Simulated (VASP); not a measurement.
Method: PBE GGA, VASP's PBE PAW potentials (set 64) (plane waves; VASP).

The input files of a VASP run:

INCAR:
```
SYSTEM = Zn16C
PREC = Normal
ENCUT = 400
EDIFF = 1E-5
NELM = 100
ALGO = Normal
LREAL = .FALSE.
LASPH = .TRUE.
ISMEAR = 1
SIGMA = 0.1
GGA = PE
LMAXMIX = 4
LWAVE = .TRUE.
LCHARG = .FALSE.
NELMIN = 4
LDIPOL = .TRUE.
IDIPOL = 3
DIPOL = 0.5 0.5 0.5
IBRION = 2
ISIF = 2
NSW = 120
EDIFFG = -0.03
```

### KPOINTS
```
Automatic mesh
0
Gamma
6 6 1
0 0 0
```

**POSCAR**
```
Zn16C
1.0
  5.3549079946   0.0000000000   0.0000000000
  2.6774534940   4.6374863440   0.0000000000
  0.0000000000   0.0000000000  21.0581613024
Zn C
16 1
Cart
  5.3446067378   1.5565214538   6.8550006723
  2.6877495614   1.5565214538   6.8550006723
  6.6936318970   3.8609594200   6.8560967517
  4.0161779004   3.8499490711   6.8351786777
  5.3378831797   0.0010967122   9.3179928324
  2.6944788120   0.0010967122   9.3179928324
  6.6936347403   2.3334446275   9.3261599307
  4.0161807465   2.3011659630   9.3304011581
  5.3516137973   1.5600292411  11.7325664022
  2.6807425016   1.5600292411  11.7325664022
  6.6936318972   3.8568321828  11.7846854504
  4.0161779001   3.8572126000  11.7210224403
  7.8491243244   4.6323767462  14.2735521544
  5.5381446561   4.6323767462  14.2735521544
  1.3387267512   2.2779223296  14.2321446200
  4.0161807391   2.3691925435  14.2400983991
  4.0161804943   4.6222952484  15.4188588680
```

POTCAR, in this order: Zn C (PBE.64 set). Program: vasp_std.

Problem. What does the run give for the energy per atom (σ→0), band gap (on the k-mesh)?

Solution. 
| Item | Result |
|---|---|
| energy per atom (σ→0) | -1.297 eV/atom |
| band gap (on the k-mesh) | none (metal, semimetal or under 0.01 eV) |

**OSZICAR**
```
...
       N       E                     dE             d eps       ncg     rms          rms(c)
DAV:   1    -0.220453547238E+02   -0.46752E-03   -0.68481E-01  3042   0.271E+00    0.559E-02
DAV:   2    -0.220456420180E+02   -0.28729E-03   -0.31393E-03  3288   0.309E-01    0.416E-02
DAV:   3    -0.220456600290E+02   -0.18011E-04   -0.39211E-04  3434   0.383E-01    0.313E-02
DAV:   4    -0.220456559065E+02    0.41225E-05   -0.24267E-04  2817   0.340E-01    0.202E-02
DAV:   5    -0.220456451376E+02    0.10769E-04   -0.12695E-04  2448   0.198E-01    0.101E-02
DAV:   6    -0.220456460994E+02   -0.96181E-06   -0.51109E-05  2879   0.931E-02
  52 F= -.22045646E+02 E0= -.22047783E+02  d E =-.761216E-03
```

The cell is a thin slab with vacuum, built from Zn (hcp): (001) face, C adsorbed.
